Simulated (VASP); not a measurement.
Take Ni₃Fe (L1_2), from the solid elements, with no thermal terms, in VASP with PAW potentials, and its formation energy.

Task: One run gives -0.126 eV/atom. Which level is it?
(A) LDA
(B) r2SCAN
(C) PBEsol
(D) PBE

Result: B, r2SCAN.  The others give -0.079 (PBEsol), -0.082 (PBE), -0.057 (LDA).

Only levels that ran to the end are used. Left out are those held back, those with too coarse a band path, GW runs whose mesh misses a band edge, hybrids' fits of cells that aren't cubic and levels without matching references; a question may draw on a part of the rest.
